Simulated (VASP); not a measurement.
An input for Quantum ESPRESSO's pw.x (written as the equivalent of a VASP run, and not itself run):

```
&CONTROL
  calculation = 'scf'
  pseudo_dir = './pseudo'
  outdir = './out'
  tprnfor = .true.
  tstress = .true.
/
&SYSTEM
  ibrav = 0
  nat = 5
  ntyp = 4
  ecutwfc = 84
  occupations = 'smearing'
  smearing = 'gaussian'
  degauss = 0.003675
  input_dft = 'pbe'
/
&ELECTRONS
  conv_thr = 7.3e-08
  electron_maxstep = 100
/
ATOMIC_SPECIES
  Rb 85.468 Rb.upf
  Li 6.940 Li.upf
  Zn 65.380 Zn.upf
  S 32.060 S.upf
CELL_PARAMETERS angstrom
    -2.0112320    2.0112320    6.8755697
     2.0112320   -2.0112320    6.8755697
     2.0112320    2.0112320   -6.8755697
ATOMIC_POSITIONS crystal
  Rb   0.0000000  0.0000000  0.0000000
  Li   0.2500000  0.7500000  0.5000000
  Zn   0.7500000  0.2500000  0.5000000
  S    0.6529583  0.6529583  0.0000000
  S    0.3470417  0.3470417  1.0000000
K_POINTS automatic
  7 7 7 0 0 0
```

Problem. Write the VASP files for the same calculation (PBE).

Solution. This is not unique; one that fits is 
### KPOINTS
```
Automatic mesh
0
Gamma
7 7 7
0 0 0
```

### INCAR
```
SYSTEM  =  RbLiZnS2
PREC  =  Accurate; ENCUT  =  500; LREAL  =  .FALSE.
LASPH  =  .TRUE.
EDIFF  =  1E-6; NELM  =  100; ALGO  =  Normal
LMAXMIX  =  4
ISMEAR  =  0; SIGMA  =  0.05
GGA  =  PE
LWAVE  =  .FALSE.; LCHARG  =  .TRUE.
```

POSCAR:
```
RbLiZnS2
1
   -2.0112319597     2.0112319597     6.8755696804
    2.0112319597    -2.0112319597     6.8755696804
    2.0112319597     2.0112319597    -6.8755696804
Rb Li Zn S
1 1 1 2
Direct
  0.0000000000   0.0000000000   0.0000000000
  0.2500000000   0.7500000000   0.5000000000
  0.7500000000   0.2500000000   0.5000000000
  0.6529582847   0.6529582847   0.0000000000
  0.3470417153   0.3470417153   1.0000000000
```

POTCAR, in this order: Rb_sv Li_sv Zn S (PBE.64 set). Program: vasp_std.

The two are equivalent in intent, not identical: the potentials are each code's own (VASP's PAW set, PseudoDojo norm-conserving files in pw.x), so ENCUT and ecutwfc are chosen apart and not converted; conv_thr bounds pw.x's estimated SCF error, while EDIFF bounds the energy change between steps.

The structure comes from a computed database's RbLiZnS2 entry (I-4m2); how it stands against other phases isn't given here. It was relaxed first.
